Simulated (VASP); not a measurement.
Level of theory: PBE GGA, VASP's PBE PAW potentials (set 64) (plane waves; VASP).

VASP ran on this input.

### POSCAR
```
In
3.3747180
 -0.4800273682   0.4800273682   0.7342666854
  0.4800273682  -0.4800273682   0.7342666854
  0.4800273682   0.4800273682  -0.7342666854
In
1
direct
  0.0000000000   0.0000000000   0.0000000000
```

### INCAR
```
ALGO = Normal
EDIFF = 1E-6
ENCUT = 300
GGA = PE
ISIF = 2
ISMEAR = 0
LASPH = .TRUE.
LCHARG = .FALSE.
LMAXMIX = 4
LREAL = .FALSE.
LWAVE = .FALSE.
NBANDS = 7
NELM = 100
PREC = Accurate
SIGMA = 0.272
SYSTEM = In
```

File KPOINTS:
```
Automatic mesh
0
Gamma
11 11 11
0 0 0
```

POTCAR, in this order: In_d (PBE.64 set). Program: vasp_std.

Q: What will the output report for the number of irreducible k-points (NKPTS), largest plane-wave count, number of space-group operations, FFT grid (NGX, NGY, NGZ)?

A: 
| Quantity | Result |
|---|---|
| number of irreducible k-points (NKPTS) | 126 |
| largest plane-wave count | 327 |
| number of space-group operations | 16 |
| FFT grid (NGX, NGY, NGZ) | 20 × 20 × 20 |

The structure comes from a computed database's In entry; how it stands against other phases isn't given here. The cell was not relaxed at this level. The run is one of a series of settings (NBANDS = 7 against the base run), some of them coarse on purpose. VASP warned that the highest band is occupied, so more bands are needed.
